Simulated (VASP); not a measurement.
# Adsorption sites of N on Rh(100), part 4 of 7

Aim: adsorption energies of N on the high-symmetry sites of Rh(100), at a coverage of 1/4.

VASP 6.6.1, plane waves and PAW; the level of theory is named at each step.

So far. Step 4 (Relaxing the slab): The run ended after 7 ionic steps, 0.062 eV below its first step, once the forces on the free atoms met EDIFFG = -0.03. Step 5 (Potential and states of the slab): The vacuum level lies 4.90 eV above the Fermi level at the upper face; both faces agree, as the slab has next to no dipole.

## (6) Relaxing the adsorbate, site ontop

This step: RPBE, no spin polarisation; plane waves and PAW (Rh, N) (VASP 6.6.1).

System of this step: Rh16N (Rh(100)). The cell holds 17 atoms: 16 Rh and 1 N. Its edges and angles: a = 5.442 Å, b = 5.442 Å, c = 20.772 Å, α = 90.0°, β = 90.0°, γ = 90.0°. It derives from Rh. N over the ontop site of Rh(100). Vacuum lies along c.

The adsorbate starts over a high-symmetry site, and it relaxes with the upper layers within that symmetry.

Contents of INCAR:

```
SYSTEM = Rh16N
PREC = Normal
ENCUT = 440
EDIFF = 1E-05
NELM = 120
ISMEAR = 1
SIGMA = 0.15
LREAL = Auto
ALGO = Fast
GGA = RP
NBANDS = 92
LASPH = .TRUE.
LORBIT = 11
LWAVE = .FALSE.
LCHARG = .FALSE.
KPAR = 2
NCORE = 2
IBRION = 2
NSW = 50
ISIF = 2
EDIFFG = -0.03
POTIM = 0.4
MAXMIX = 40
IDIPOL = 3
LDIPOL = .TRUE.
DIPOL = 0.5 0.5 0.513
```

Contents of POSCAR:

```
Rh16N
1.0
    5.4415035991      0.0000000000      0.0000000000
    0.0000000000      5.4415035991      0.0000000000
    0.0000000000      0.0000000000     20.7715861422
Rh N
16 1
Selective dynamics
Direct
    0.2500000000      0.2500000000      0.3610701600  F F F
    0.7500000000      0.2500000000      0.3610701600  F F F
    0.2500000000      0.7500000000      0.3610701600  F F F
    0.7500000000      0.7500000000      0.3610701600  F F F
    0.0000000000      0.0000000000      0.4536900500  F F F
    0.5000000000      0.0000000000      0.4536900500  F F F
    0.0000000000      0.5000000000      0.4536900500  F F F
    0.5000000000      0.5000000000      0.4536900500  F F F
    0.2500000000      0.2500000000      0.5463579400  T T T
    0.7500000000      0.2500000000      0.5463579400  T T T
    0.2500000000      0.7500000000      0.5463579400  T T T
    0.7500000000      0.7500000000      0.5463579400  T T T
    0.0000000000      0.0000000000      0.6355158700  T T T
    0.5000000000      0.0000000000      0.6355158700  T T T
    0.0000000000      0.5000000000      0.6355158700  T T T
    0.5000000000      0.5000000000      0.6355158700  T T T
    0.0000000000      0.0000000000      0.7269869800  T T T
```

Contents of KPOINTS:

```
Automatic mesh
0
Gamma
4 4 1
0 0 0
```

The projector-augmented-wave data sets are Rh and N (PBE family, release 64).

Command:

```console
mpirun -np 4 vasp_std
```

The program printed:

```text
[banner, memory and clock lines left out]
running    4 mpi-ranks, on    1 nodes
 distrk:  each k-point on    2 cores,    2 groups
 distr:  one band on    2 cores,    1 groups

 POSCAR found type information on POSCAR RhN
 POSCAR found :  2 types and      17 ions
 [... a notice as in an earlier step ...]

 LDA part: xc-table for (Slater+PW92), standard interpolation
 POSCAR, INCAR and KPOINTS ok, starting setup
 FFT: planning ... GRIDC
 FFT: planning ... GRID_SOFT
 FFT: planning ... GRID
 WAVECAR not read
 entering main loop
       N       E                     dE             d eps       ncg     rms          rms(c)
DAV:   1     0.874240751423E+03    0.87424E+03   -0.61004E+04  1104   0.122E+03
DAV:   2    -0.489003052938E+02   -0.92314E+03   -0.86796E+03  1224   0.281E+02
DAV:   3    -0.108455001129E+03   -0.59555E+02   -0.53386E+02  1568   0.620E+01
DAV:   4    -0.112279371889E+03   -0.38244E+01   -0.35377E+01  1416   0.140E+01
DAV:   5    -0.112457537783E+03   -0.17817E+00   -0.17455E+00  1544   0.320E+00    0.356E+01
RMM:   6    -0.117632827150E+03   -0.51753E+01   -0.31782E+01  1110   0.189E+01    0.305E+01
RMM:   7    -0.189432401921E+03   -0.71800E+02   -0.91071E+01  1341   0.202E+01    0.616E+01
RMM:   8    -0.125158782791E+03    0.64274E+02   -0.20136E+01  1111   0.116E+01    0.343E+01
RMM:   9    -0.115246023606E+03    0.99128E+01   -0.33817E+01  1207   0.156E+01    0.325E+01
RMM:  10    -0.108526925013E+03    0.67191E+01   -0.18224E+01  1121   0.123E+01    0.196E+01
RMM:  11    -0.104778411061E+03    0.37485E+01   -0.40971E+00  1119   0.580E+00    0.920E+00
RMM:  12    -0.104475508475E+03    0.30290E+00   -0.12628E+00  1139   0.299E+00    0.787E+00
RMM:  13    -0.104271394325E+03    0.20411E+00   -0.39028E-01  1143   0.179E+00    0.597E+00
RMM:  14    -0.104185892875E+03    0.85501E-01   -0.19338E-01  1162   0.108E+00    0.486E+00
RMM:  15    -0.104088911663E+03    0.96981E-01   -0.11067E-01  1139   0.935E-01    0.312E+00
RMM:  16    -0.104075501522E+03    0.13410E-01   -0.89868E-02  1129   0.825E-01    0.256E+00
RMM:  17    -0.104039645811E+03    0.35856E-01   -0.37569E-02  1113   0.603E-01    0.106E+00
RMM:  18    -0.104041479288E+03   -0.18335E-02   -0.21404E-02  1192   0.358E-01    0.993E-01
RMM:  19    -0.104040826179E+03    0.65311E-03   -0.10072E-02  1118   0.296E-01    0.877E-01
RMM:  20    -0.104036559323E+03    0.42669E-02   -0.63172E-03  1152   0.217E-01    0.564E-01
RMM:  21    -0.104033021385E+03    0.35379E-02   -0.29180E-03  1155   0.145E-01    0.180E-01
RMM:  22    -0.104032667523E+03    0.35386E-03   -0.11131E-03  1327   0.641E-02    0.135E-01
RMM:  23    -0.104032402042E+03    0.26548E-03   -0.36210E-04  1238   0.402E-02    0.628E-02
RMM:  24    -0.104032533476E+03   -0.13143E-03   -0.12407E-04  1115   0.232E-02    0.776E-02
RMM:  25    -0.104032632493E+03   -0.99016E-04   -0.74036E-05   958   0.187E-02    0.279E-02
RMM:  26    -0.104032752852E+03   -0.12036E-03   -0.33859E-05   747   0.128E-02    0.192E-02
RMM:  27    -0.104032859889E+03   -0.10704E-03   -0.32210E-05   730   0.944E-03    0.796E-03
RMM:  28    -0.104032893060E+03   -0.33171E-04   -0.77430E-06   612   0.557E-03    0.353E-03
RMM:  29    -0.104032937548E+03   -0.44488E-04   -0.40084E-06   537   0.418E-03    0.191E-03
RMM:  30    -0.104032970032E+03   -0.32484E-04   -0.18822E-06   393   0.313E-03    0.359E-03
RMM:  31    -0.104032988554E+03   -0.18522E-04   -0.13824E-06   372   0.285E-03    0.227E-03
RMM:  32    -0.104032994443E+03   -0.58883E-05   -0.53680E-07   240   0.235E-03
   1 F= -.10403299E+03 E0= -.10402294E+03  d E =-.104033E+03
 curvature:   0.00 expect dE= 0.000E+00 dE for cont linesearch  0.000E+00
 trial: gam= 0.00000 g(F)=  0.188E+01 g(S)=  0.000E+00 ort = 0.000E+00 (trialstep = 0.100E+01)
 search vector abs. value=  0.188E+01
 bond charge predicted
       N       E                     dE             d eps       ncg     rms          rms(c)
DAV:   1    -0.103764426344E+03    0.26856E+00   -0.32517E+02  1104   0.509E+01    0.930E+00
RMM:   2    -0.106250083385E+03   -0.24857E+01   -0.10498E+01  1111   0.705E+00    0.207E+01
RMM:   3    -0.105802120061E+03    0.44796E+00   -0.15227E+00  1191   0.261E+00    0.155E+01
RMM:   4    -0.105063973004E+03    0.73815E+00   -0.12784E+00  1153   0.266E+00    0.890E+00
RMM:   5    -0.104344205800E+03    0.71977E+00   -0.54820E-01  1151   0.189E+00    0.312E+00
RMM:   6    -0.104272493207E+03    0.71713E-01   -0.94369E-02  1146   0.782E-01    0.185E+00
RMM:   7    -0.104233220211E+03    0.39273E-01   -0.63816E-02  1154   0.571E-01    0.122E+00
RMM:   8    -0.104205949331E+03    0.27271E-01   -0.50312E-02  1197   0.471E-01    0.422E-01
RMM:   9    -0.104204912857E+03    0.10365E-02   -0.13253E-02  1294   0.235E-01    0.402E-01
RMM:  10    -0.104205531444E+03   -0.61859E-03   -0.63766E-03  1164   0.185E-01    0.188E-01
RMM:  11    -0.104205540384E+03   -0.89400E-05   -0.11808E-03  1168   0.895E-02    0.958E-02
RMM:  12    -0.104205545636E+03   -0.52526E-05   -0.42918E-04  1228   0.440E-02    0.409E-02
RMM:  13    -0.104205554233E+03   -0.85966E-05   -0.80938E-05   870   0.185E-02
   2 F= -.10420555E+03 E0= -.10420421E+03  d E =-.172560E+00
[... from here on, the cycles between the ionic steps are left out ...]
   3 F= -.10476877E+03 E0= -.10476399E+03  d E =-.735772E+00
   4 F= -.10476938E+03 E0= -.10476474E+03  d E =-.736385E+00
   5 F= -.10476903E+03 E0= -.10476453E+03  d E =-.736038E+00
   6 F= -.10477358E+03 E0= -.10476879E+03  d E =-.454796E-02
   7 F= -.10477358E+03 E0= -.10476879E+03  d E =-.455035E-02
   8 F= -.10477709E+03 E0= -.10477240E+03  d E =-.350384E-02
   9 F= -.10478534E+03 E0= -.10478100E+03  d E =-.117579E-01
  10 F= -.10478858E+03 E0= -.10478496E+03  d E =-.149931E-01
  11 F= -.10478955E+03 E0= -.10478572E+03  d E =-.159686E-01
  12 F= -.10479318E+03 E0= -.10478958E+03  d E =-.362593E-02
  13 F= -.10480033E+03 E0= -.10479741E+03  d E =-.107777E-01
  14 F= -.10479863E+03 E0= -.10479684E+03  d E =-.907887E-02
  15 F= -.10480236E+03 E0= -.10479997E+03  d E =-.128054E-01
  16 F= -.10480347E+03 E0= -.10480143E+03  d E =-.111735E-02
  17 F= -.10480365E+03 E0= -.10480174E+03  d E =-.128893E-02
  18 F= -.10480427E+03 E0= -.10480243E+03  d E =-.629368E-03
  19 F= -.10480569E+03 E0= -.10480406E+03  d E =-.204183E-02
  20 F= -.10480611E+03 E0= -.10480498E+03  d E =-.246192E-02
  21 F= -.10480636E+03 E0= -.10480502E+03  d E =-.271875E-02
  22 F= -.10480690E+03 E0= -.10480584E+03  d E =-.537314E-03
  23 F= -.10480718E+03 E0= -.10480654E+03  d E =-.814179E-03
  24 F= -.10480720E+03 E0= -.10480646E+03  d E =-.832851E-03
  25 F= -.10480719E+03 E0= -.10480652E+03  d E =-.828258E-03
  26 F= -.10480720E+03 E0= -.10480650E+03  d E =-.839590E-03
  27 F= -.10480720E+03 E0= -.10480651E+03  d E =-.836065E-03
  28 F= -.10480742E+03 E0= -.10480672E+03  d E =-.214899E-03
  29 F= -.10480758E+03 E0= -.10480688E+03  d E =-.380114E-03
  30 F= -.10480760E+03 E0= -.10480690E+03  d E =-.403611E-03
  31 F= -.10480761E+03 E0= -.10480691E+03  d E =-.410620E-03
  32 F= -.10480768E+03 E0= -.10480689E+03  d E =-.687405E-04
 trial-energy change:   -0.000069  1 .order   -0.000072   -0.000205    0.000060
 step:   0.4614(harm=  0.4614)  dis= 0.00101  next Energy=  -104.807690 (dE=-0.790E-04)
 bond charge predicted
       N       E                     dE             d eps       ncg     rms          rms(c)
DAV:   1    -0.104807681867E+03    0.64422E-06   -0.17388E-03  1104   0.121E-01    0.172E-02
RMM:   2    -0.104807685788E+03   -0.39209E-05   -0.14623E-05   607   0.156E-02
  33 F= -.10480769E+03 E0= -.10480692E+03  d E =-.748411E-04
 curvature:  -0.37 expect dE=-0.383E-04 dE for cont linesearch -0.777E-06
 trial: gam= 0.19696 g(F)=  0.103E-03 g(S)=  0.000E+00 ort = 0.340E-04 (trialstep = 0.570E+00)
 search vector abs. value=  0.137E-03
 reached required accuracy - stopping structural energy minimisation
```

Wall time 7.6 min (4 MPI ranks of Intel Xeon 6975P-C (Granite Rapids), shared host); peak memory 1.1 GiB; 30 min of CPU time.

From OUTCAR (step 6):

```text
   k-points           NKPTS =      6   k-points in BZ     NKDIM =      6   number of bands    NBANDS=     92

   NELECT =     149.0000    total number of electrons

 dipolmoment           0.000000      0.000000      0.105062 electrons x Angstroem

 E-fermi :   1.0465

 k-point     1 :       0.0000    0.0000    0.0000
  band No.  band energies     occupation
    ...
     66       0.8267      2.05834
     67       0.8267      2.05834
     68       0.8751      2.06859
     69       1.0357      1.12182
     70       1.0357      1.12182
     71       1.1404      0.13729
     72       1.2465     -0.06780
     73       1.3818     -0.00695
     74       1.3818     -0.00695
     75       1.3882     -0.00589
    ...

  Total       -9.2565100     -9.2565100     -3.6991921      0.0000000     -0.0000000     -0.0000000
  in kB      -24.1129506    -24.1129506     -9.6362924      0.0000000     -0.0000000     -0.0000000
  external PRESSURE =     -19.2873979 kB  Pullay stress =       0.0000000 kB

 POSITION                                       TOTAL-FORCE (eV/Angst)
 -----------------------------------------------------------------------------------
      1.36038      1.36038      7.50000         0.008901      0.008901      0.472579
      4.08113      1.36038      7.50000        -0.008901      0.008901      0.472579
      1.36038      4.08113      7.50000         0.008901     -0.008901      0.472579
      4.08113      4.08113      7.50000        -0.008901     -0.008901      0.472579
      0.00000      0.00000      9.42386         0.000000     -0.000000     -0.438048
      2.72075      0.00000      9.42386         0.000000     -0.000000     -0.407100
      0.00000      2.72075      9.42386         0.000000     -0.000000     -0.407100
      2.72075      2.72075      9.42386         0.000000     -0.000000     -0.727268
      1.34532      1.34532     11.34848         0.008204      0.008204      0.013347
      4.09619      1.34532     11.34848        -0.008204      0.008204      0.013347
      1.34532      4.09619     11.34848         0.008204     -0.008204      0.013347
      4.09619      4.09619     11.34848        -0.008204     -0.008204      0.013347
      0.00000      0.00000     13.46063         0.000000     -0.000000      0.017377
      2.72075      0.00000     13.18403         0.000000     -0.000000      0.020036
      0.00000      2.72075     13.18403         0.000000     -0.000000      0.020036
      2.72075      2.72075     13.16090        -0.000000     -0.000000     -0.016612
      0.00000      0.00000     15.11840        -0.000000     -0.000000     -0.005024
 -----------------------------------------------------------------------------------
    total drift:                                0.000000      0.000000     -0.015880

  FREE ENERGIE OF THE ION-ELECTRON SYSTEM (eV)
  ---------------------------------------------------
  free  energy   TOTEN  =      -104.8076857881 eV

  energy  without entropy=     -104.8053879407  energy(sigma->0) =     -104.80691984

 vacuum level on the upper side and lower side of the slab         6.302         5.652

[... 8 parts as in an earlier step ...]

[... 9 further parts left out ...]
```

Its electron count is odd, so without a moment it is a metal by construction.

Step by step (22 of 33):

```
step  energy less that of the first step (eV)  largest force (eV/Å)
   1                                   0.0000                5.0935
   3                                  -0.7358                0.4241
   4                                  -0.7364                0.2236
   6                                  -0.7406                0.5611
   7                                  -0.7406                0.5653
   9                                  -0.7523                0.4038
  10                                  -0.7556                0.2914
  12                                  -0.7602                0.1699
  13                                  -0.7673                0.0970
  15                                  -0.7694                0.1415
  16                                  -0.7705                0.1695
  18                                  -0.7713                0.2011
  19                                  -0.7727                0.0838
  21                                  -0.7734                0.1532
  22                                  -0.7739                0.1092
  24                                  -0.7742                0.0672
  25                                  -0.7742                0.0524
  27                                  -0.7742                0.0508
  28                                  -0.7744                0.0410
  30                                  -0.7746                0.0609
  31                                  -0.7746                0.0674
  33                                  -0.7747                0.0200
```

The atoms that moved most (Å):

| atom | dx | dy | dz | length |
| --- | --- | --- | --- | --- |
| Rh13 | 0.000 | 0.000 | 0.260 | 0.260 |
| Rh16 | 0.000 | 0.000 | -0.040 | 0.040 |
| Rh10 | 0.015 | -0.015 | 0.000 | 0.021 |
| Rh9 | -0.015 | -0.015 | 0.000 | 0.021 |
| Rh11 | -0.015 | 0.015 | 0.000 | 0.021 |
| Rh12 | 0.015 | 0.015 | 0.000 | 0.021 |
| N17 | 0.000 | 0.000 | 0.018 | 0.018 |
| Rh15 | 0.000 | 0.000 | -0.017 | 0.017 |

Final coordinates:

```
Rh N
1.0
     5.44150    0.00000    0.00000
     0.00000    5.44150    0.00000
     0.00000    0.00000   20.77159
Rh N
16 1
Direct
  0.25000 0.25000 0.36107
  0.75000 0.25000 0.36107
  0.25000 0.75000 0.36107
  0.75000 0.75000 0.36107
  0.00000 0.00000 0.45369
  0.50000 0.00000 0.45369
  0.00000 0.50000 0.45369
  0.50000 0.50000 0.45369
  0.24723 0.24723 0.54635
  0.75277 0.24723 0.54635
  0.24723 0.75277 0.54635
  0.75277 0.75277 0.54635
  0.00000 0.00000 0.64803
  0.50000 0.00000 0.63471
  0.00000 0.50000 0.63471
  0.50000 0.50000 0.63360
  0.00000 0.00000 0.72784
```

Numbers from this step:

```
electronic cycles       : 203
electrons               : 149
free energy (TOTEN)     : -104.8077 eV
energy at zero smearing : -104.8069 eV
Fermi energy            : 1.046 eV
dipole moment           : 0, 0, 0.1051 e·Å
```

The run ended after 33 ionic steps, 0.775 eV below its first step, once the forces on the free atoms met EDIFFG = -0.03.

VASP counts the dipole in electrons times Å, so a positive number points the physical dipole along −c.

(Part 4 of 7 ends here.)

[Lines on the potential files, build, host, timing and source positions are cut from VASP's logs without a mark.]

[Logs are printed without paths, hosts, clocks, repeated set-up lines and the standing remarks that a program may print on its own settings, such as how far it seeks lower states.]

[Hosts, paths, dates, database ids (printed as entryN), source tags and the programs' standing remarks are cut or masked in the printed files.]

[Runs that stopped without an error message from VASP are left out.]
